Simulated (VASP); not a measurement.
Consider the following.

```
CELL_PARAMETERS angstrom
      3.74041     0.00000     0.00000
     -1.87021     3.23929     0.00000
      0.00000     0.00000     6.54947
ATOMIC_POSITIONS crystal
  La 0.00000 0.00000 0.00000
  La 0.00000 0.00000 0.50000
  C  0.33333 0.66667 0.25000
  C  0.66667 0.33333 0.75000
```

All values below come from PBE GGA, VASP's PBE PAW potentials (set 64) (plane waves; VASP). Run with 520 eV cut-off, Gaussian smearing of 0.050 eV, potentials La C.

Problem. Give the energies of bands 10 to 18 at the high-symmetry points, in eV from the Fermi level.

Solution. 
```tsv
band	Γ	M	K	A	L	H
10	-7.04	-6.92	-7.97	-7.90	-7.96	-7.83
11	-2.44	-2.91	-1.77	-1.27	-1.71	-2.15
12	-1.35	-2.02	-1.77	-1.27	-1.71	-2.15
13	-1.35	-1.58	-1.58	-0.65	-0.67	-0.47
14	0.04	-0.04	-0.68	-0.65	-0.67	-0.47
15	0.26	0.30	-0.68	-0.65	-0.62	0.01
16	0.31	0.49	1.09	-0.65	-0.62	0.01
17	0.31	0.56	2.41	2.16	2.19	2.60
18	2.71	3.02	2.49	2.16	2.19	2.60
```

It has no gap at this level: it comes out as a metal or semimetal.

The structure was generated: LaC was put into the NiAs type type (P6_3/mmc), which need not be its known phase. It was relaxed first, which changed the volume by -28 %.
